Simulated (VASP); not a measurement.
# NaCl (relaxed from the NiAs type structure, space group P6_3/mmc): computed properties

Computed with PBEsol GGA, VASP's PBE PAW potentials (set 64) (plane waves; VASP).

| Property | Result |
|---|---|
| space group | P6_3/mmc (194) |
| cell | a = 3.881 Å, b = 3.881 Å, c = 6.748 Å, α = 90.00°, β = 90.00°, γ = 120.00° |
| volume per atom | 22.00 Å³/atom |
| band gap (over mesh and band path) | 4.90 eV |
| smallest direct gap (over mesh and band path) | 4.90 eV |
| band-edge character | direct, Γ to Γ |
| density | 2.21 g/cm³ |

```xyz
4
Lattice="3.8805 0.0000 0.0000 -1.9403 3.3606 0.0000 0.0000 0.0000 6.7485" Properties=species:S:1:pos:R:3 pbc="T T T"
Na     0.0000     0.0000     0.0000
Na     0.0000     0.0000     3.3742
Cl     0.0000     2.2404     1.6871
Cl     1.9403     1.1202     5.0613
```

The structure was generated: NaCl was put into the NiAs type type (P6_3/mmc), which need not be its known phase. It was relaxed first, which changed the volume by -6 %. Symmetry was kept, so distortions that lower it aren't found.
